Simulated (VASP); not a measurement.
```
Pm
1.0
    3.35109     0.00000     0.00000
    0.00000     3.35109     0.00000
    0.00000     0.00000     3.35109
Pm
1
Direct
  0.00000   0.00000   0.00000
```

Level of theory: PBEsol GGA, VASP's PBE PAW potentials (set 64) (plane waves; VASP). Settings: 400 eV cut-off, 10×10×10 Γ-centred mesh, first-order Methfessel-Paxton smearing of 0.10 eV, potentials Pm_3.

The 4f electrons are frozen in the core of the lanthanide potential, so 4f levels, which can set the real gap, and their magnetism are missing. Energy and stress use the plane-wave basis of the starting cell.

**Question.** The ions, cell shape and volume are relaxed. Give the cell that the relaxation ends in.

**Answer.** 
```
Pm
1.0
    3.19663     0.00000     0.00000
    0.00000     3.19663     0.00000
    0.00000     0.00000     3.19663
Pm
1
Cartesian
  0.00000   0.00000   0.00000
```
Space group Pm-3m (221), at a tolerance of 0.03 Å.

**Question.** How do energy and volume change from the first to the last step?

**Answer.** The energy (σ→0) changes by -61.5 meV/atom and the volume by -13.2 %, in 4 ionic steps.

The structure was generated: Pm was put into the simple-cubic type (Pm-3m), which need not be its known phase. This run relaxes it. Symmetry was kept, so distortions that lower it aren't found.
